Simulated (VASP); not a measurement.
Level of theory: PBE GGA, VASP's PBE PAW potentials (set 64) (plane waves; VASP 6.6.1).

The input files of a VASP run:

**KPOINTS**
```
Automatic mesh
0
Gamma
 7 7 7
```

POSCAR:
```
KF
1.0
  0.0000000000   2.6750000000   2.6750000000
  2.6750000000   0.0000000000   2.6750000000
  2.6750000000   2.6750000000   0.0000000000
K F
1 1
Cartesian
  0.0000000000   0.0000000000   0.0000000000
  2.6750000000   2.6750000000   2.6750000000
```

INCAR:
```
ALGO = Normal
EDIFF = 1E-6
ENCUT = 520
GGA = PE
ISIF = 2
ISMEAR = 0
LASPH = .TRUE.
LCHARG = .FALSE.
LREAL = .FALSE.
LWAVE = .FALSE.
NELM = 100
PREC = Accurate
SIGMA = 0.05
SYSTEM = KF
```

POTCAR, in this order: K_sv F (PBE.64 set). Program: vasp_std.

The run wrote:

**OSZICAR**
```
       N       E                     dE             d eps       ncg     rms          rms(c)
DAV:   1     0.115172039099E+03    0.11517E+03   -0.83559E+03   480   0.128E+03
DAV:   2    -0.486911675769E+01   -0.12004E+03   -0.10947E+03   624   0.334E+02
DAV:   3    -0.942742319419E+01   -0.45583E+01   -0.45315E+01   600   0.602E+01
DAV:   4    -0.955418211540E+01   -0.12676E+00   -0.12669E+00   724   0.892E+00
DAV:   5    -0.955587216363E+01   -0.16900E-02   -0.16900E-02   612   0.108E+00    0.632E+00
DAV:   6    -0.831858842781E+01    0.12373E+01   -0.43872E+00   516   0.184E+01    0.382E+00
DAV:   7    -0.829184120853E+01    0.26747E-01   -0.11940E-01   624   0.314E+00    0.230E+00
DAV:   8    -0.828909522611E+01    0.27460E-02   -0.54332E-02   512   0.277E+00    0.203E-01
DAV:   9    -0.829072630239E+01   -0.16311E-02   -0.61423E-03   636   0.655E-01    0.119E-01
DAV:  10    -0.829127676088E+01   -0.55046E-03   -0.90426E-04   548   0.301E-01    0.586E-02
DAV:  11    -0.829139646166E+01   -0.11970E-03   -0.35610E-04   516   0.155E-01    0.213E-02
DAV:  12    -0.829138659118E+01    0.98705E-05   -0.67971E-05   620   0.702E-02    0.678E-03
DAV:  13    -0.829138622401E+01    0.36717E-06   -0.49293E-06   512   0.223E-02
   1 F= -.82913862E+01 E0= -.82913862E+01  d E =-.452948E-19
```

OUTCAR:
```
------------------------ aborting loop because EDIFF is reached ----------------------------------------
  FORCE on cell =-STRESS in cart. coord.  units (eV):
  Direction    XX          YY          ZZ          XY          YZ          ZX
  --------------------------------------------------------------------------------------
  Total        0.3144497      0.3144497      0.3144497      0.0000000      0.0000000     -0.0000000
  in kB       13.1601388     13.1601388     13.1601388      0.0000000      0.0000000     -0.0000000
  external PRESSURE =      13.1601388 kB  Pullay stress =       0.0000000 kB
  volume of cell :       38.28
      direct lattice vectors                 reciprocal lattice vectors
     0.000000000  2.675000000  2.675000000    -0.186915888  0.186915888  0.186915888
     2.675000000  0.000000000  2.675000000     0.186915888 -0.186915888  0.186915888
     2.675000000  2.675000000  0.000000000     0.186915888  0.186915888 -0.186915888
  FREE ENERGIE OF THE ION-ELECTRON SYSTEM (eV)
  ---------------------------------------------------
  free  energy   TOTEN  =        -8.2913862240 eV

  energy  without entropy=       -8.2913862240  energy(sigma->0) =       -8.29138622
```
(Selected blocks of OUTCAR.)

The compound is KF in the rock salt structure. The cell was not relaxed at this level.
